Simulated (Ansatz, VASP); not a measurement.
# Sb (Antimony) in two plane-wave programs

Wanted: the spread between two codes on one cell, functional and k mesh. The cell is taken from a series of runs on this material, whose earlier steps may have relaxed, scaled, displaced or heated it; both programs get it as it stands.

Main program and level: Ansatz 0.2.0; plane waves, with VASP 6.6.1 beside it; zone-centre phonons at PBEsol.

### 1. Set-up

It takes space group R-3m (No. 166, trigonal). The conventional cell has a = 4.362 Å, b = 4.362 Å, c = 10.620 Å, α = 90.00°, β = 90.00°, γ = 120.00°. Nearest to Sb lie 6 Sb at 2.93 to 3.24 Å.

### 2. Ansatz: zone-centre phonons, PBEsol

Ansatz runs on its PAW soft_1 files.

Second derivatives magnify differences that forces hide, and they need a tight electronic threshold.

input.yaml

```yaml
crystal:
  lattice:
    - [2.1811448546, 1.2592845689, 3.5399296347]
    - [-2.1811448546, 1.2592845689, 3.5399296347]
    - [0.0, -2.5185691379, 3.5399296347]
  atoms:
    - { symbol: Sb, position: [0.2375105921, 0.2375105912, 0.2375105921] }
    - { symbol: Sb, position: [0.7624894079, 0.7624894088, 0.7624894079] }
kpoints:
  mp_grid: { grid: [12, 12, 12] }
hamiltonian:
  xc: pbesol
  pseudopotentials: { kind: paw, azcp: { folder: soft_1 }, xc_functional: pbe }
scf:
  occupations: { method: methfessel_paxton, width: 0.2 }
output:
  eigenvalues: true
phonons:
  method: dfpt
```

On the command line:

```console
$ ansatz run input.yaml --threads 4 --pin off --max-ram 10240MiB --backend cpu --events-out ev --progress --plain --runs-dir out
```

Numbers of over 12 decimals in the logs are rounded to 6 here.

Output:

```text
Engine: ansatz 0.2.0, x86_64-unknown-linux-gnu
Pseudopotentials: kind: paw
Pseudopotential: Sb, paw, valence charge 15, recommended cutoff 420 eV (normal), soft_1/Sb.paw.azcp
Functional definition: PBEsol
  exchange = pbesol_x
  correlation = pbesol_c
Crystal: 2 atoms, lattice volume = 58.338 Å³
Basis set: ecut = 420 eV, 1139 PW (Γ), exchange–correlation on 60×60×60 points (8 copies of the dense FFT grid, shifted against one another)
Bands: 19, of which v1, the nominal top of the filled ones, is band 15 counted from 1 (14 counted from 0)
Symmetry: 12 space group operations
k-points: 476 of 1728 (irreducible under 2 space group operations, time reversal used)
Non-local potential: Sb, projectors of the file, l = 0: 2, l = 1: 2, l = 2: 2, l = 3: 1
PAW form: soft (Blöchl's): semilocal exchange-correlation on the pseudo side does not see the compensation charge
PAW frozen core: Sb, regenerated for the run's functional, and the local potential with it (the file was generated under x = pbe(κ = 0.804, μ = 0.219515), c = pbe(β = 0.066725))
PAW one-centre angular grid: Sb, 590 points (default); XC on 64 Gauss nodes
Initial density: superposition of atomic densities (chi_scale 0.1, normalization cell)
Initial wavefunctions: pseudopotential atomic-orbital guess
Functional: x = pbesol(κ = 0.804, μ = 0.123457), c = pbesol(β = 0.046)
SCF iter   1: F=—  HF=-12816.322987 eV  |F-HF|=—  |Δ(HF+E_count)|=         —  Δρ=1.43e-2  dr2=9.05e-2  ethr=3.10e-3  ⟨swp⟩=5.9  Hψ=46875  notcnv=0
preconditioner: auto → Kerker (q_TF=auto, 2.442 Å⁻¹)  [metal: Δε(μ)=0.029 eV  Ē_g=8.784 eV  σ=0.200 eV  W_gap=0.12  n_scr=14 (ndim 8)  ℏωp=15.4 eV  f_vac=0.000  D(μ)=0.24/eV (n_scr^D=0)]
SCF iter   2: F=—  HF=-12816.316066 eV  |F-HF|=—  |Δ(HF+E_count)|=   6.92e-3  S|Δr|=    0.00e0  Δρ=9.29e-3  dr2=3.93e-2  ethr=3.02e-4  ⟨swp⟩=1.0  Hψ=12857  notcnv=0
SCF iter   3: F=—  HF=-12816.312877 eV  |F-HF|=—  |Δ(HF+E_count)|=   3.19e-3  S|Δr|=    0.00e0  Δρ=1.14e-3  dr2=1.06e-3  ethr=1.31e-4  ⟨swp⟩=2.0  Hψ=16136  notcnv=0
SCF iter   4: F=—  HF=-12816.312975 eV  |F-HF|=—  |Δ(HF+E_count)|=   9.78e-5  S|Δr|=    0.00e0  Δρ=6.57e-4  dr2=1.97e-4  ethr=3.52e-6  ⟨swp⟩=2.0  Hψ=16194  notcnv=0
SCF iter   5: F=—  HF=-12816.312832 eV  |F-HF|=—  |Δ(HF+E_count)|=   1.43e-4  S|Δr|=    0.00e0  Δρ=2.36e-4  dr2=5.24e-5  ethr=6.58e-7  ⟨swp⟩=2.0  Hψ=16147  notcnv=0
SCF iter   6: F=—  HF=-12816.312848 eV  |F-HF|=—  |Δ(HF+E_count)|=   1.58e-5  S|Δr|=    0.00e0  Δρ=5.36e-5  dr2=2.55e-6  ethr=1.75e-7  ⟨swp⟩=2.0  Hψ=10546  notcnv=0
SCF iter   7: F=—  HF=-12816.312848 eV  |F-HF|=—  |Δ(HF+E_count)|=   3.00e-7  S|Δr|=    0.00e0  Δρ=8.33e-6  dr2=2.90e-8  ethr=8.51e-9  ⟨swp⟩=2.0  Hψ=16024  notcnv=0
SCF iter   8: F=—  HF=-12816.312848 eV  |F-HF|=—  |Δ(HF+E_count)|=   1.59e-9  S|Δr|=    0.00e0  Δρ=1.31e-6  dr2=1.86e-9  ethr=9.65e-11  ⟨swp⟩=2.8  Hψ=16266  notcnv=0
SCF iter   9: F=—  HF=-12816.312848 eV  |F-HF|=—  |Δ(HF+E_count)|=  2.51e-10  S|Δr|=    0.00e0  Δρ=5.08e-7  dr2=3.49e-10  ethr=6.19e-12  ⟨swp⟩=2.3  Hψ=11145  notcnv=0
SCF iter  10: F=—  HF=-12816.312848 eV  |F-HF|=—  |Δ(HF+E_count)|=  1.82e-12  S|Δr|=    0.00e0  Δρ=2.04e-7  dr2=3.03e-11  ethr=1.16e-12  ⟨swp⟩=2.1  Hψ=11659  notcnv=0
SCF iter  11: F=-12816.312848 eV  HF=-12816.312848 eV  |F-HF|=0.00e0  |Δ(HF+E_count)|=  1.82e-12  S|Δr|=    0.00e0  Δρ=5.84e-8  dr2=1.83e-12  ethr=1.00e-12  ⟨swp⟩=6.0  Hψ=41498  notcnv=0
SCF 1 converged in 11 iterations: F = -12816.312848 eV  dr2 = 1.83e-12
  greatest PAW one-centre occupation: 0.996 electrons in one spin orbital (limit 2), on the Sb atom at site 1 (counted from 0), in its partial waves of l = 2
DFPT response loops at Γ: preconditioner auto → Kerker (q_TF=auto, 2.442 Å⁻¹) (partly filled bands, converged f_vac=0.000); β = 1.00, the filter's whole step (`scf.mixing.beta` (0.50) is not read by the response loops under this deck's `scf.mixing.preconditioner`; to damp them name `kerker` or `kerker_dos`, under which they read `scf.mixing.beta`, and type it under 1.00, their step now; both keys bind the ground state too); Broyden in place of MSR1
SCF converged after 11 iterations
Stability not checked: this state was not tested for a lower state beside it, because cold or Methfessel-Paxton smearing, or corrected tetrahedra, fill the levels in a way that the test cannot read (fill_not_monotonic; see scf.lower_state_search)
Free energy (F): -12816.312848 eV
Harris-Foulkes:  -12816.312848 eV  (|F-HF|=0.00e0)
Internal energy: -12816.314940 eV  (E = F + TS)
E sigma→0 (E₀):  -12816.313371 eV
Entropy (-TS):   0.002093 eV (1.046 meV/atom)
Fermi energy:    10.487765 eV
Step filling:    the computed levels leave a gap of 0.0000 eV = 0.0 smearing widths at the electron count; against every level under it full and every level over it empty, smearing changes F+E_penalty+E_count by +0.321 meV and its σ→0 estimate by -0.202 meV
--- Per-component energies (eV) ---
  E_band       = -320.465083
  E_kinetic    = 326.562446
  E_local      = -3098.080181  (includes V_loc(G=0)·N_el)
  E_nonlocal   = 782.617895
  E_hartree    = 1282.283720
  E_xc         = -196.925388
  E_vxc        = -182.232938  (∫ρ·V_xc dr)
  E_paw        = -8935.072458  (= ΣΔE_a)
  E_vpaw       = -713.900037  (= ΣTr[D̂ρ^β])
  E_aug_tail   = 0.000269  (compensation charges beyond the density's cutoff)
  E_ewald      = -2978.364953
  E_core_change = 0.663710  (= ΣΔE_core)
  E_smearing   = 0.002093  (= −TS)
  E_closure    = -0.000000  (closes the sum)
  Σ components = -12816.312848   (vs F -12816.312848, Δ=0.00e0)
--- Band table (eV; the first three rows and the last of 476) ---
  k-point 0: bands = [... 11 lower, 6.0292, 8.6466, 8.6466, 8.9672, 13.1579, 13.5943, 13.5943, 15.3834]
  k-point 1: bands = [... 11 lower, 5.5967, 8.6507, 8.8523, 9.0350, 12.9858, 13.3355, 13.3801, 15.1971]
  k-point 2: bands = [... 11 lower, 4.6577, 8.6702, 8.9469, 9.4192, 12.5013, 12.7077, 12.8604, 15.1230]
  k-point 475: bands = [... 11 lower, 1.3713, 9.2567, 9.2567, 9.9600, 10.2884, 10.2884, 11.2339, 18.3374]
--- Phonons (Γ-DFPT): 2 representative perturbations + reference, on 476 of 1728 k-points (Σ response iterations 6) ---
  k mesh reduced under 2 symmetry operations, with k and −k counted as one. Each operation leaves every solved perturbation unchanged. A smaller set is not used because it would not reduce the number of displacements times k-points to solve
  ASR residual: 4.117e-5 → 0.000e0 eV/Å²; symmetrization residual: 1.339e-5 eV/Å²
  ASR residual per site (eV/Å²): 4.12e-5 4.12e-5
  Γ frequencies (cm⁻¹): 0.00 0.00 0.00 69.77 69.77 132.75
  non-analytic LO–TO correction: not included (Born effective charges unavailable; polar crystals: no LO–TO splitting at Γ)
```

### 3. VASP: zone-centre phonons, PBEsol

The same cell, functional, mesh and smearing now go to VASP, with its own data sets.

Lines of VASP's logs that name or quote its potential files are left out, and so is its time.

INCAR

```
SYSTEM = Sb
PREC = Accurate
ENCUT = 500
EDIFF = 1E-08
NELM = 120
ISMEAR = 1
SIGMA = 0.2
LREAL = .FALSE.
ALGO = Normal
GGA = PS
NBANDS = 11
LORBIT = 11
LWAVE = .FALSE.
LCHARG = .FALSE.
ISIF = 2
IBRION = 8
LASPH = .TRUE.
GGA_COMPAT = .FALSE.
KPAR = 2
```

POSCAR

```
Sb
1.0
    2.1811448546      1.2592845689      3.5399296347
   -2.1811448546      1.2592845689      3.5399296347
    0.0000000000     -2.5185691379      3.5399296347
Sb
2
Direct
    0.2375105921      0.2375105912      0.2375105921
    0.7624894079      0.7624894088      0.7624894079
```

KPOINTS

```
Automatic mesh
0
Gamma
12 12 12
0 0 0
```

The projector-augmented-wave data sets are Sb (PBE family, release 64).

On the command line:

```console
$ mpirun -np 2 vasp_std
```

Output:

```text
[banner, memory and clock lines left out]
running    2 mpi-ranks, on    1 nodes
 distrk:  each k-point on    1 cores,    2 groups
 distr:  one band on    1 cores,    1 groups

 POSCAR found type information on POSCAR Sb
 POSCAR found :  1 types and       2 ions
|                                                                             |
|               ----> ADVICE to this user running VASP <----                  |
|                                                                             |
|     You enforced a specific xc type in the INCAR file but a different       |
|     [... a line on the potential file left out ...]
|     I HOPE YOU KNOW WHAT YOU ARE DOING!                                     |
|                                                                             |

 LDA part: xc-table for (Slater+PW92), standard interpolation
 POSCAR, INCAR and KPOINTS ok, starting setup
 FFT: planning ... GRIDC
 FFT: planning ... GRID_SOFT
 FFT: planning ... GRID
 WAVECAR not read
 entering main loop
       N       E                     dE             d eps       ncg     rms          rms(c)
DAV:   1     0.337626956475E+02    0.33763E+02   -0.35664E+03  4158   0.697E+02
DAV:   2    -0.731911752553E+01   -0.41082E+02   -0.39809E+02  5594   0.112E+02
DAV:   3    -0.910026501369E+01   -0.17811E+01   -0.17586E+01  5013   0.262E+01
DAV:   4    -0.911699599816E+01   -0.16731E-01   -0.16725E-01  4674   0.292E+00
DAV:   5    -0.911718146798E+01   -0.18547E-03   -0.18547E-03  4794   0.353E-01    0.292E+00
DAV:   6    -0.910916106323E+01    0.80204E-02   -0.18460E-03  4712   0.265E-01    0.175E+00
DAV:   7    -0.910419623546E+01    0.49648E-02   -0.45146E-03  4581   0.406E-01    0.598E-02
DAV:   8    -0.910422165953E+01   -0.25424E-04   -0.12715E-04  4719   0.770E-02    0.169E-02
DAV:   9    -0.910422785020E+01   -0.61907E-05   -0.12309E-05  4762   0.228E-02    0.513E-03
DAV:  10    -0.910422738013E+01    0.47006E-06   -0.19023E-06  4722   0.754E-03    0.683E-04
DAV:  11    -0.910422740884E+01   -0.28704E-07   -0.13593E-07  4662   0.245E-03    0.459E-04
DAV:  12    -0.910422745301E+01   -0.44177E-07   -0.13486E-08  3810   0.661E-04    0.866E-05
DAV:  13    -0.910422745770E+01   -0.46891E-08   -0.16637E-09  2385   0.270E-04
   1 F= -.91042275E+01 E0= -.91049152E+01  d E =0.206312E-02
 Linear response reoptimize wavefunctions to high precision
DAV:   1    -0.910422745817E+01   -0.46589E-09   -0.17647E-10  2721   0.106E-04
DAV:   2    -0.910422745818E+01   -0.11937E-10   -0.24012E-11  2277   0.422E-05
 Linear response DOF=           2
 Linear response progress:
  Degree of freedom:   1/  2
       N       E                     dE             d eps       ncg     rms          rms(c)
RMM:   1    -0.251749236112E-01   -0.25175E-01    0.25603E-02 38711   0.118E+00
RMM:   2    -0.249362297174E-01    0.23869E-03   -0.15790E-03 30132   0.239E-01    0.499E-02
RMM:   3    -0.249584473535E-01   -0.22218E-04   -0.37457E-05 31666   0.389E-02    0.300E-02
RMM:   4    -0.250455362498E-01   -0.87089E-04   -0.16750E-05 31783   0.214E-02    0.200E-03
RMM:   5    -0.250519515955E-01   -0.64153E-05   -0.10671E-06 32697   0.348E-03    0.101E-03
RMM:   6    -0.250537280270E-01   -0.17764E-05    0.19281E-07 32336   0.884E-04    0.252E-04
RMM:   7    -0.250528559931E-01    0.87203E-06    0.21770E-07 33246   0.201E-04    0.896E-05
RMM:   8    -0.250528166732E-01    0.39320E-07    0.13071E-08 33383   0.702E-05    0.165E-05
RMM:   9    -0.250528079431E-01    0.87301E-08    0.26706E-08 33623   0.198E-05    0.216E-06
 first order change of Fermi-energy  -0.13055E-04
 force on displaced ion       1 direction 1 :  -1.231  -0.000   0.000
 Linear response progress:
  Degree of freedom:   2/  2
       N       E                     dE             d eps       ncg     rms          rms(c)
RMM:   1    -0.257093060380E-01   -0.25709E-01    0.15566E-02  8104   0.119E+00
RMM:   2    -0.245414080590E-01    0.11679E-02   -0.15542E-03  6529   0.247E-01    0.456E-02
RMM:   3    -0.244544354157E-01    0.86973E-04   -0.37854E-05  6882   0.413E-02    0.275E-02
RMM:   4    -0.243992686177E-01    0.55167E-04   -0.22741E-05  6756   0.240E-02    0.605E-03
RMM:   5    -0.244126242767E-01   -0.13356E-04   -0.69619E-07  6985   0.503E-03    0.219E-03
RMM:   6    -0.244153295311E-01   -0.27053E-05   -0.40509E-08  7018   0.101E-03    0.751E-04
RMM:   7    -0.244145398392E-01    0.78969E-06    0.27156E-09  7087   0.253E-04    0.188E-04
RMM:   8    -0.244145263642E-01    0.13475E-07    0.17181E-09  7162   0.619E-05    0.283E-05
RMM:   9    -0.244145131806E-01    0.13184E-07    0.21743E-11  7276   0.156E-05    0.130E-05
RMM:  10    -0.244145119296E-01    0.12510E-08    0.15675E-10  7071   0.994E-06    0.314E-06
 first order change of Fermi-energy  -0.41662E+00
 force on displaced ion       1 direction 3 :   0.000   0.000  -4.100
 Linear response finished
```

From OUTCAR (step 3):

```text
ion  position               nearest neighbor table
   1  0.238  0.238  0.238-   2 2.93   2 2.93   2 2.93   2 3.24   2 3.24   2 3.24
   2  0.762  0.762  0.762-   1 2.93   1 2.93   1 2.93   1 3.24   1 3.24   1 3.24

  LATTYP: Found a trigonal (rhomboedric) cell.
 ALAT       =     4.3444553538
 COS(alpha) =     0.4958864898

 Subroutine GETGRP returns: Found 12 space group operations
 (whereof 12 operations were pure point group operations)

The static configuration has the point symmetry D_3d.

 Found    189 irreducible k-points:

   k-points           NKPTS =    189   k-points in BZ     NKDIM =    189   number of bands    NBANDS=     11

   dimension x,y,z NGX =    32 NGY =   32 NGZ =   32
   dimension x,y,z NGXF=    64 NGYF=   64 NGZF=   64

   ENCUT  =  500.0 eV  36.75 Ry    6.06 a.u.   7.92  7.92  7.92*2*pi/ulx,y,z

   NELECT =      10.0000    total number of electrons

 k-points in reciprocal lattice and weights: Automatic mesh
   0.00000000  0.00000000  0.00000000       0.001
   0.08333333  0.00000000  0.00000000       0.003
   0.16666667  0.00000000  0.00000000       0.003
   0.25000000  0.00000000  0.00000000       0.003
   0.33333333  0.00000000  0.00000000       0.003
   0.41666667  0.00000000  0.00000000       0.003
   0.50000000  0.00000000  0.00000000       0.002
   0.08333333  0.08333333  0.00000000       0.003
   0.16666667  0.08333333  0.00000000       0.007
[...]
-0.41666667  0.50000000  0.41666667       0.003
   0.50000000  0.50000000  0.50000000       0.001

 average (electrostatic) potential at core
       1 -85.2989       2 -85.2989

  Total        0.0671815      0.0671815      0.7042133     -0.0000000     -0.0000000      0.0000000
  in kB        1.8450405      1.8450405     19.3401798     -0.0000000     -0.0000000      0.0000000
  external PRESSURE =       7.6767536 kB  Pullay stress =       0.0000000 kB

  energy-cutoff  :      500.00
  volume of cell :       58.34
      direct lattice vectors                 reciprocal lattice vectors
     2.181144855  1.259284569  3.539929635     0.229237411  0.132350281  0.094163830
    -2.181144855  1.259284569  3.539929635    -0.229237411  0.132350281  0.094163830
     0.000000000 -2.518569138  3.539929635     0.000000000 -0.264700562  0.094163830

 POSITION                                       TOTAL-FORCE (eV/Angst)
 -----------------------------------------------------------------------------------
      0.00000     -0.00000      2.52231         0.000000     -0.000000      0.040451
     -0.00000      0.00000      8.09748         0.000000      0.000000     -0.040451
 -----------------------------------------------------------------------------------
    total drift:                                0.000000     -0.000000     -0.000000

 Eigenvectors and eigenvalues of the dynamical matrix
 ----------------------------------------------------

   1 f  =    4.057241 THz    25.492397 2PiTHz  135.334991 cm-1    16.779393 meV
             X         Y         Z           dx          dy          dz
      0.000000 -0.000000  2.522312    -0.000000   -0.000000    0.707107
     -0.000000  0.000000  8.097477     0.000000    0.000000   -0.707107

   2 f  =    2.222980 THz    13.967393 2PiTHz   74.150621 cm-1     9.193501 meV
             X         Y         Z           dx          dy          dz
      0.000000 -0.000000  2.522312    -0.707107   -0.000006   -0.000000
     -0.000000  0.000000  8.097477     0.707107    0.000006    0.000000

   3 f  =    2.222980 THz    13.967393 2PiTHz   74.150621 cm-1     9.193501 meV
             X         Y         Z           dx          dy          dz
      0.000000 -0.000000  2.522312    -0.000006    0.707107    0.000000
     -0.000000  0.000000  8.097477     0.000006   -0.707107   -0.000000

   4 f  =    0.000000 THz     0.000000 2PiTHz    0.000001 cm-1     0.000000 meV
             X         Y         Z           dx          dy          dz
      0.000000 -0.000000  2.522312     0.657838    0.216137   -0.143298
     -0.000000  0.000000  8.097477     0.657838    0.216137   -0.143298

   5 f  =    0.000000 THz     0.000000 2PiTHz    0.000000 cm-1     0.000000 meV
             X         Y         Z           dx          dy          dz
      0.000000 -0.000000  2.522312     0.258575   -0.516987    0.407263
     -0.000000  0.000000  8.097477     0.258575   -0.516987    0.407263

   6 f/i=    0.000000 THz     0.000000 2PiTHz    0.000002 cm-1     0.000000 meV
             X         Y         Z           dx          dy          dz
      0.000000 -0.000000  2.522312    -0.019716    0.431288    0.560002
     -0.000000  0.000000  8.097477    -0.019716    0.431288    0.560002

 ELASTIC MODULI CONTR FROM IONIC RELAXATION (kBar)
 Direction    XX          YY          ZZ          XY          YZ          ZX
 --------------------------------------------------------------------------------
 XX         -79.0639    -56.7827   -111.7726      0.0000     52.2906     -0.0000
 YY         -56.7827    -79.0639   -111.7726     -0.0000    -52.2906      0.0000
 ZZ        -111.7726   -111.7726   -183.9297      0.0000      0.0000     -0.0000
 XY           0.0000     -0.0000      0.0000    -11.1406     -0.0000     49.4978
 YZ          52.2906    -52.2906      0.0000     -0.0000   -245.4368      0.0000
 ZX          -0.0000      0.0000     -0.0000     49.4978      0.0000   -219.9199
 --------------------------------------------------------------------------------
```

### 4. Comparison

Known differences besides the potentials themselves: the data sets hold 30 valence electrons in Ansatz (on its PAW soft_1 files) and 10 in VASP; the cutoff is 420 eV in Ansatz and 500 eV in VASP; Ansatz makes its cores anew for this functional, VASP keeps those of its PBE data sets. Total energies have different zeros and are not compared.

Both answers:

| quantity | Ansatz | VASP | difference |
| --- | --- | --- | --- |
| optical mode 1 to 2 (cm⁻¹) | 69.8 | 74.2 | -5.91 % |
| optical mode 3 (cm⁻¹) | 132.8 | 135.3 | -1.91 % |

Modes are paired by rising frequency, not by their patterns, so a pair may set unlike modes beside each other; they are those without the splitting of longitudinal modes.

### 5. Results

```yaml
r_m_s_difference_of_the_optical_zone_centre_modes_each_program_s_sorted_by_frequency_zone_centre_phonons_pbesol: 3.9 cm⁻¹
difference_in_optical_mode_1_to_2_zone_centre_phonons_pbesol: -5.9 %
```

The r.m.s. difference of the optical zone-centre modes, each program's sorted by frequency is 3.9 cm⁻¹ (zone-centre phonons, PBEsol). The data sets hold unlike numbers of valence electrons (30 in Ansatz and 10 in VASP), so part of the differences comes from the potentials. Among the rows given in per cent, the largest difference of the zone-centre phonons, PBEsol pair is in optical mode 1 to 2, -5.9 %. How closely two codes agree says nothing of how well the functional describes the real material.

[Lines on the potential files, build, host, timing and source positions are cut from VASP's logs without a mark.]

[Logs are printed without paths, hosts, clocks, repeated set-up lines and the standing remarks that a program may print on its own settings, such as how far it seeks lower states.]

[Hosts, paths, dates, database ids (printed as entryN), source tags and the programs' standing remarks are cut or masked in the printed files.]
